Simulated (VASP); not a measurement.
An input for Ansatz (written as the equivalent of a VASP run, and not itself run):

Ansatz 0.2 input:
```yaml
crystal:
  lattice:
    - [-1.6356831, 1.6356831, 1.6356831]
    - [1.6356831, -1.6356831, 1.6356831]
    - [1.6356831, 1.6356831, -1.6356831]
  atoms:
    - { symbol: Nb, position: [0.0000000, 0.0000000, 0.0000000] }
kpoints:
  mp_grid: { grid: [15, 15, 15] }
hamiltonian:
  xc: r2scan
  pseudopotentials: { kind: paw }
scf:
  occupations: { method: methfessel_paxton, width: 0.1 }
  max_iter: 100
output: { forces: true, stress: true, eigenvalues: true }
```

Q: Translate this input to VASP (INCAR, KPOINTS, POSCAR, choice of POTCAR).

A: One answer among several that fit: 
### POSCAR
```
Nb
1
   -1.6356830863     1.6356830863     1.6356830863
    1.6356830863    -1.6356830863     1.6356830863
    1.6356830863     1.6356830863    -1.6356830863
Nb
1
Direct
  0.0000000000   0.0000000000   0.0000000000
```

KPOINTS:
```
K-points
0
Gamma
  15 15 15
```

**INCAR**
```
# general
SYSTEM  = Nb
PREC    = Accurate
ENCUT   = 520   # plane-wave cut-off (eV)
LREAL   = .False.   # projection in real space or not
LASPH   = .True.   # aspherical one-centre terms

# electronic loop
EDIFF   = 1E-7   # SCF stop (eV)
NELM    = 100
ALGO    = Normal
LMAXMIX = 4   # l cut-off of mixed one-centre charges
LMIXTAU = .True.

# smearing
ISMEAR  = 1   # Methfessel-Paxton
SIGMA   = 0.1   # width (eV)

# functional
METAGGA = R2SCAN

# ions
ISIF    = 2   # forces and stress, cell fixed

# output
LWAVE   = .False.
LCHARG  = .False.
```

POTCAR, in this order: Nb_sv (PBE.64 set). Program: vasp_std.

What does not carry over: each code has its own PAW files, so the cut-off isn't converted (ENCUT is set for VASP's; basis.ecutwfc is left out, and Ansatz then takes the one that its files recommend); Ansatz stops its SCF on the density residual and VASP on the energy change (EDIFF).

The compound is Nb in the bcc structure. This cell is one point of a volume scan, at 0.97 of the reference volume.
